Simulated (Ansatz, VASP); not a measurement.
# TaWS3O (2H-TaOS under 2H-WS2, AC): VASP beside Ansatz, part 2 of 2

One calculation is typed for both programs; each brings its own data sets. How far apart do they land? The structure shown is the start of the Ansatz relaxation below; VASP solves that cell, so the two are compared at the walk's first step.

VASP 6.6.1 and Ansatz 0.2.0.

So far: Starting point; Ansatz: relaxation, LDA.

## Step 3: VASP: single point, LDA, start cell

Level of this step: LDA, zero-moment start; plane waves and PAW (S, Ta_pv, O, W) (VASP).

The same cell, functional (in two slightly different forms), mesh and smearing now go to VASP, with its own data sets.

Lines of VASP's logs that name or quote its potential files are left out, and so is its time.

Input file INCAR:

```
SYSTEM = TaWS3O
PREC = Accurate
ENCUT = 520
EDIFF = 1E-06
NELM = 200
ISMEAR = -1
SIGMA = 0.05
LREAL = .FALSE.
ALGO = Normal
GGA = CA
NBANDS = 29
ISPIN = 2
MAGMOM = 0 0 0 0 0 0
LASPH = .TRUE.
LMAXMIX = 4
LORBIT = 11
LWAVE = .FALSE.
LCHARG = .FALSE.
ISIF = 2
LDIPOL = .TRUE.
IDIPOL = 3
DIPOL = 0.5 0.5 0.499
LVHAR = .TRUE.
GGA_COMPAT = .FALSE.
NELMDL = -8
KPAR = 2
```

Input file POSCAR:

```
TaWS3O
1.0
    3.1810300000      0.0000000000      0.0000000000
   -1.5905150000      2.7548530000      0.0000000000
    0.0000000000      0.0000000000     49.9937970000
S Ta O W
3 1 1 1
Direct
    0.3333333938      0.6666667877      0.4050502505
    0.0000000000      0.0000000000      0.5254287247
    0.0000000000      0.0000000000      0.5949497495
    0.0000000000      0.0000000000      0.4418506360
    0.3333333938      0.6666667877      0.4664214042
    0.6666666062      0.3333332123      0.5601892371
```

Input file KPOINTS:

```
Automatic mesh
0
Gamma
12 12 1
0 0 0
```

The projector-augmented-wave data sets are S, Ta_pv, O and W (LDA family, release 64).

Command:

```sh
$ mpirun -np 2 vasp_std
```

Numbers of over 12 decimals in the logs are rounded to 6 here.

Log:

```text
[banner, memory and clock lines left out]
running    2 mpi-ranks, on    1 nodes
 distrk:  each k-point on    1 cores,    2 groups
 distr:  one band on    1 cores,    1 groups

 POSCAR found type information on POSCAR S TaO W
 POSCAR found :  4 types and       6 ions
 LDA part: xc-table for (Slater(with rela. corr.)+CA(PZ))
 , standard interpolation
 POSCAR, INCAR and KPOINTS ok, starting setup
 FFT: planning ... GRIDC
 FFT: planning ... GRID_SOFT
 FFT: planning ... GRID
 WAVECAR not read
 entering main loop
       N       E                     dE             d eps       ncg     rms          rms(c)
DAV:   1     0.293961676849E+03    0.29396E+03   -0.16179E+04  2620   0.104E+03
DAV:   2    -0.139653238903E+02   -0.30793E+03   -0.29785E+03  3307   0.219E+02
DAV:   3    -0.568168290767E+02   -0.42852E+02   -0.42473E+02  2767   0.861E+01
DAV:   4    -0.580119493626E+02   -0.11951E+01   -0.11857E+01  3134   0.161E+01
DAV:   5    -0.580394575822E+02   -0.27508E-01   -0.27419E-01  3009   0.238E+00
DAV:   6    -0.580405491304E+02   -0.10915E-02   -0.10905E-02  3108   0.460E-01
DAV:   7    -0.580406026396E+02   -0.53509E-04   -0.53479E-04  3174   0.923E-02
DAV:   8    -0.580406047885E+02   -0.21489E-05   -0.21482E-05  2848   0.172E-02    0.286E+01
DAV:   9    -0.541462204927E+02    0.38944E+01   -0.24400E+01  2734   0.269E+01    0.137E+01
DAV:  10    -0.535820199162E+02    0.56420E+00   -0.96934E+00  2875   0.180E+01    0.840E+00
DAV:  11    -0.551303945545E+02   -0.15484E+01   -0.26147E+01  3056   0.136E+01    0.749E+00
DAV:  12    -0.533306412144E+02    0.17998E+01   -0.67529E+01  3348   0.128E+01    0.252E+00
DAV:  13    -0.530121215796E+02    0.31852E+00   -0.60111E+00  2860   0.459E+00    0.115E+00
DAV:  14    -0.529895679521E+02    0.22554E-01   -0.11468E-01  2717   0.176E+00    0.900E-01
[...]
DAV:  28    -0.529712729547E+02   -0.20410E-04   -0.23385E-06  2426   0.566E-03    0.513E-03
DAV:  29    -0.529712755552E+02   -0.26005E-05   -0.13628E-07  1242   0.343E-03    0.360E-03
DAV:  30    -0.529712938328E+02   -0.18278E-04   -0.67570E-07  1836   0.570E-03    0.110E-03
DAV:  31    -0.529713037151E+02   -0.98823E-05   -0.54082E-07  1960   0.299E-03    0.105E-03
DAV:  32    -0.529713072131E+02   -0.34980E-05   -0.80770E-08  1218   0.134E-03    0.640E-04
DAV:  33    -0.529713103316E+02   -0.31185E-05   -0.83589E-08  1344   0.206E-03    0.742E-04
DAV:  34    -0.529713130334E+02   -0.27018E-05   -0.10524E-07  1696   0.185E-03    0.636E-04
DAV:  35    -0.529713134642E+02   -0.43085E-06   -0.15803E-08  1192   0.494E-04
   1 F= -.52971313E+02 E0= -.52955784E+02  d E =-.310590E-01  mag=    -0.0002
```

From OUTCAR (step 3):

```text
ion  position               nearest neighbor table
   1  0.333  0.667  0.405-   4 2.60   4 2.60   4 2.60
   2  0.000  0.000  0.525-   6 2.53   6 2.53   6 2.53
   3  0.000  0.000  0.595-   6 2.53   6 2.53   6 2.53
   4  0.000  0.000  0.442-   5 2.21   5 2.21   5 2.21   1 2.60   1 2.60   1 2.60
   5  0.333  0.667  0.466-   4 2.21   4 2.21   4 2.21
   6  0.667  0.333  0.560-   2 2.53   3 2.53   2 2.53   3 2.53   2 2.53   3 2.53

  LATTYP: Found a hexagonal cell.
 ALAT       =     3.1810300000
 C/A-ratio  =    15.7162293345

 Subroutine GETGRP returns: Found  6 space group operations
 (whereof  6 operations were pure point group operations)

The static configuration has the point symmetry C_3v.

 Found     19 irreducible k-points:

   k-points           NKPTS =     19   k-points in BZ     NKDIM =     19   number of bands    NBANDS=     29

   dimension x,y,z NGX =    24 NGY =   24 NGZ =  378
   dimension x,y,z NGXF=    48 NGYF=   48 NGZF=  756

   ENCUT  =  520.0 eV  38.22 Ry    6.18 a.u.   5.91  5.91 92.96*2*pi/ulx,y,z

   NELECT =      41.0000    total number of electrons

 k-points in reciprocal lattice and weights: Automatic mesh
   0.00000000  0.00000000  0.00000000       0.007
   0.08333333  0.00000000  0.00000000       0.042
   0.16666667  0.00000000  0.00000000       0.042
   0.25000000  0.00000000  0.00000000       0.042
   0.33333333  0.00000000  0.00000000       0.042
   0.41666667  0.00000000  0.00000000       0.042
   0.50000000  0.00000000  0.00000000       0.021
   0.08333333  0.08333333  0.00000000       0.042
   0.16666667  0.08333333  0.00000000       0.083
[...]
0.33333333  0.25000000  0.00000000       0.083
   0.33333333  0.33333333  0.00000000       0.014

 dipolmoment           0.000000      0.000000     -0.007418 electrons x Angstroem

 average (electrostatic) potential at core
       1 -94.8940       2 -95.1750       3 -95.2026       4 -47.2622       5 -79.9120
       6 -49.6972

 E-fermi :  -3.4479

 spin component 1
 k-point     1 :       0.0000    0.0000    0.0000
  band No.  band energies     occupation
    ...
     16      -4.2948      1.00000
     17      -4.2948      1.00000
     18      -4.0098      0.99999
     19      -3.9370      0.99994
     20      -3.9370      0.99994
     21      -2.5281      0.00000
     22      -0.8273      0.00000
     23      -0.8273      0.00000
     24      -0.6255      0.00000
     25      -0.6255      0.00000
    ...

 k-point     2 :       0.0833    0.0000    0.0000
  band No.  band energies     occupation
    ...
     16      -4.4719      1.00000
     17      -4.3808      1.00000
     18      -4.2923      1.00000
     19      -4.0124      0.99999
     20      -4.0081      0.99999
     21      -2.6373      0.00000
     22      -1.1398      0.00000
     23      -0.9096      0.00000
     24      -0.7570      0.00000
     25      -0.6675      0.00000
    ...

 k-point     3 :       0.1667    0.0000    0.0000
  band No.  band energies     occupation
    ...
     16      -4.9754      1.00000
     17      -4.8805      1.00000
     18      -4.7091      1.00000
     19      -4.1682      1.00000
     20      -4.1035      1.00000
     21      -3.0108      0.00016
     22      -1.6214      0.00000
     23      -1.0789      0.00000
     24      -0.8815      0.00000
     25      -0.7905      0.00000
    ...

 k-point     4 :       0.2500    0.0000    0.0000
  band No.  band energies     occupation
    ...
     17      -5.1550      1.00000
     18      -4.6035      1.00000
     19      -4.4042      1.00000
     20      -4.2931      1.00000
     21      -3.4788      0.64956
     22      -1.7037      0.00000
     23      -1.1601      0.00000
     24      -0.8862      0.00000
     25      -0.5925      0.00000
     26      -0.4110      0.00000
    ...

 k-point     5 :       0.3333    0.0000    0.0000
  band No.  band energies     occupation
    ...
     17      -5.4502      1.00000
     18      -4.6224      1.00000
     19      -4.3554      1.00000
     20      -4.3051      1.00000
     21      -3.7600      0.99805
     22      -1.3484      0.00000
     23      -1.0123      0.00000
     24      -0.7112      0.00000
     25      -0.2225      0.00000
     26      -0.0778      0.00000
    ...

 k-point     6 :       0.4167    0.0000    0.0000
  band No.  band energies     occupation
    ...
     17      -5.5130      1.00000
     18      -4.4916      1.00000
     19      -4.3798      1.00000
     20      -4.1582      1.00000
     21      -3.7587      0.99800
     22      -0.8046      0.00000
     23      -0.7018      0.00000
     24      -0.4223      0.00000
     25       0.0565      0.00000
     26       0.3376      0.00000
    ...

  Total      -11.0158946    -11.0158962    -21.7221547      0.0000000      0.0000000     -0.0000000
  in kB      -40.2854330    -40.2854391    -79.4385243      0.0000000      0.0000000     -0.0000000
  external PRESSURE =     -53.3364655 kB  Pullay stress =       0.0000000 kB

  energy-cutoff  :      520.00
  volume of cell :      438.11
      direct lattice vectors                 reciprocal lattice vectors
     3.181030000  0.000000000  0.000000000     0.314363587  0.181497888  0.000000000
    -1.590515000  2.754853000  0.000000000     0.000000000  0.362995775  0.000000000
     0.000000000  0.000000000 49.993797000     0.000000000  0.000000000  0.020002482

 POSITION                                       TOTAL-FORCE (eV/Angst)
 -----------------------------------------------------------------------------------
     -0.00000      1.83657     20.25000        -0.000000     -0.000000      3.474418
      0.00000      0.00000     26.26818         0.000000     -0.000000      3.094631
      0.00000      0.00000     29.74380         0.000000     -0.000000     -3.173495
      0.00000      0.00000     22.08979         0.000000     -0.000000     -0.278233
     -0.00000      1.83657     23.31818        -0.000000      0.000000     -3.099278
      1.59052      0.91828     28.00599         0.000000     -0.000000     -0.018043
 -----------------------------------------------------------------------------------
    total drift:                                0.000000     -0.000574     -0.000612

  FREE ENERGIE OF THE ION-ELECTRON SYSTEM (eV)
  ---------------------------------------------------
  free  energy   TOTEN  =       -52.9713134642 eV

  energy  without entropy=      -52.9402544837  energy(sigma->0) =      -52.95578397

 vacuum level on the upper side and lower side of the slab         2.424         2.577

 total charge
# of ion       s       p       d       tot
------------------------------------------
    1        1.364   2.279   0.000   3.643
    2        1.368   2.255   0.000   3.623
    3        1.363   2.271   0.000   3.634
    4        0.275   6.177   2.171   8.623
    5        1.562   3.326   0.000   4.888
    6        0.510   0.584   4.011   5.105
--------------------------------------------------
tot          6.442  16.893   6.182  29.516

 magnetization (x)
# of ion       s       p       d       tot
------------------------------------------
    1       -0.000  -0.000   0.000  -0.000
    2        0.000  -0.000   0.000  -0.000
    3        0.000   0.000   0.000   0.000
    4       -0.000  -0.000  -0.000  -0.000
    5        0.000  -0.000   0.000  -0.000
    6       -0.000  -0.000  -0.000  -0.000
--------------------------------------------------
tot         -0.000  -0.000  -0.000  -0.000

[... 6 further parts left out ...]
```

This run allows spin, but its moments start at zero, where symmetry between the spins tends to hold them, although W can carry a moment. Its electron count is odd, so without a moment it is a metal by construction.

## Step 4: Differences

Known differences besides the potentials themselves: the two LDA forms differ slightly; Ansatz cuts the interaction across the vacuum, VASP repeats the sheet with a dipole correction; the data sets hold 51 valence electrons in Ansatz (on its default PAW (the set named soft_2) files) and 41 in VASP; the cutoff is 420 eV in Ansatz and 520 eV in VASP; VASP's log shows a relativistic correction to its local exchange, Ansatz's none. Total energies have different zeros and are not compared.

Forces (eV/Å; atoms numbered as in POSCAR):

| atom | Ansatz x, y, z | VASP x, y, z |
| --- | --- | --- |
| S1 | 0.000, 0.000, 3.499 | 0.000, 0.000, 3.474 |
| S2 | 0.000, 0.000, 3.041 | 0.000, 0.000, 3.095 |
| S3 | 0.000, 0.000, -3.119 | 0.000, 0.000, -3.173 |
| Ta4 | 0.000, 0.000, -0.232 | 0.000, 0.000, -0.278 |
| O5 | 0.000, 0.000, -3.172 | 0.000, 0.000, -3.099 |
| W6 | 0.000, 0.000, -0.018 | 0.000, 0.000, -0.018 |

The forces differ by 28 meV/Å r.m.s., which is 1.8 % of the r.m.s. force of 1.517 eV/Å (both taken over all components). Moments aren't recorded for both runs of this pair, so they may hold unlike magnetic states. With vacuum in the cell, a pressure given here is an average over mostly empty space and none of the material.

## Step 5: Results

| Quantity | Value |
| --- | --- |
| r.m.s. force difference (single point, LDA, start cell) | 1.8 % of the r.m.s. force |

In words: The r.m.s. force difference is 1.8 % of the r.m.s. force (single point, LDA, start cell), within the 3 % picked in this series as the mark of a large difference. The data sets hold unlike numbers of valence electrons (51 in Ansatz and 41 in VASP), so part of the differences comes from the potentials. 1 further run of this series is not shown here. Such differences can come from data sets, numerical settings and the points named under the comparisons, not from the functional's error against experiment.

[Lines on the potential files, build, host, timing and source positions are cut from VASP's logs without a mark.]

[Logs are printed without paths, hosts, clocks, repeated set-up lines and the standing remarks that a program may print on its own settings, such as how far it seeks lower states.]

[Hosts, paths, dates, database ids (printed as entryN), source tags and the programs' standing remarks are cut or masked in the printed files.]
